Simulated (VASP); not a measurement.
A convergence study with VASP on BaTiO3 (space group P4mm): a few settings are varied, all else stays as given below, so the limit is that of these other settings.

```xyz
5
Lattice="3.9701 0.0000 0.0000 0.0000 3.9701 0.0000 0.0000 0.0000 4.0198" Properties=species:S:1:pos:R:3 pbc="T T T"
Ba     0.0000     0.0000     0.0500
Ti     1.9850     1.9850     2.0622
O      1.9850     1.9850     3.9273
O      0.0000     1.9850     1.9576
O      1.9850     0.0000     1.9576
```

All values below come from PBE GGA, VASP's PBE PAW potentials (set 64) (plane waves; VASP 6.6.1). The last row used: 400 eV cut-off, 6×6×6 Γ-centred mesh, Fermi-Dirac smearing of 0.020 eV, potentials Ba_sv Ti_sv O.

Unless said otherwise, spin-orbit coupling is left out, though it shifts the bands of the heavy elements here. Gaps are read on the run's mesh, which can miss a band edge.

```json
[
 {"setting": "EDIFF = 1E-01", "E (eV/atom)": "-8.0000", "pressure (GPa)": "8.96", "largest force (eV/Å)": "0.394", "gap on the mesh (eV)": "1.674", "irreducible k-points": "40"},
 {"setting": "EDIFF = 1E-02", "E (eV/atom)": "-7.9989", "pressure (GPa)": "1.76", "largest force (eV/Å)": "0.369", "gap on the mesh (eV)": "1.733", "irreducible k-points": "40"},
 {"setting": "EDIFF = 1E-03", "E (eV/atom)": "-7.9984", "pressure (GPa)": "2.30", "largest force (eV/Å)": "0.366", "gap on the mesh (eV)": "1.832", "irreducible k-points": "40"},
 {"setting": "EDIFF = 1E-04", "E (eV/atom)": "-7.9984", "pressure (GPa)": "2.60", "largest force (eV/Å)": "0.368", "gap on the mesh (eV)": "1.816", "irreducible k-points": "40"},
 {"setting": "EDIFF = 1E-05", "E (eV/atom)": "-7.9984", "pressure (GPa)": "2.68", "largest force (eV/Å)": "0.367", "gap on the mesh (eV)": "1.826", "irreducible k-points": "40"},
 {"setting": "EDIFF = 1E-06", "E (eV/atom)": "-7.9984", "pressure (GPa)": "2.71", "largest force (eV/Å)": "0.367", "gap on the mesh (eV)": "1.825", "irreducible k-points": "40"},
 {"setting": "EDIFF = 1E-07", "E (eV/atom)": "-7.9984", "pressure (GPa)": "2.70", "largest force (eV/Å)": "0.367", "gap on the mesh (eV)": "1.826", "irreducible k-points": "40"},
 {"setting": "EDIFF = 1E-08", "E (eV/atom)": "-7.9984", "pressure (GPa)": "2.70", "largest force (eV/Å)": "0.367", "gap on the mesh (eV)": "1.827", "irreducible k-points": "40"},
 {"setting": "EDIFF = 1E-10", "E (eV/atom)": "-7.9984", "pressure (GPa)": "2.69", "largest force (eV/Å)": "0.367", "gap on the mesh (eV)": "1.827", "irreducible k-points": "40"},
 {"setting": "EDIFF = 1E-12", "E (eV/atom)": "-7.9984", "pressure (GPa)": "2.69", "largest force (eV/Å)": "0.367", "gap on the mesh (eV)": "1.827", "irreducible k-points": "40"}
]
```

Left out are rungs that failed or repeat a setting and relaxations that didn't move; long series are thinned to 24 rows.

The structure is a typed BaTiO3 crystal (space group no. 99). The cell was not relaxed at this level, forces remain on its atoms.
